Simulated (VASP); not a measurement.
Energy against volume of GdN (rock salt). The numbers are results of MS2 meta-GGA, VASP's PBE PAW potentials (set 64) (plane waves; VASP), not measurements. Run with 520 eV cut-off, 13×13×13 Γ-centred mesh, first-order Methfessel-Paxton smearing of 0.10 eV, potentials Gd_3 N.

The 4f electrons are frozen in the core of the lanthanide potential, so 4f levels, which can set the real gap, and their magnetism are missing.

```
V (Å³/atom)  E (eV/atom)
-----------  -----------
14.541          -2.97722
14.990          -2.98542
15.440          -2.97925
15.890          -2.96078
```

Fit these four points and predict the energy of the run at 14.091 Å³/atom.

A cubic in V^(−2/3), the third-order Birch-Murnaghan form, passes through the four points with V0 = 15.01 Å³/atom and B0 = 169 GPa, and gives -2.9521 eV/atom there. The run gave -2.9522 eV/atom, -0.0 meV/atom from the fit; all five points give B0 = 169 GPa.

The compound is GdN in the rock salt structure. It was relaxed first.
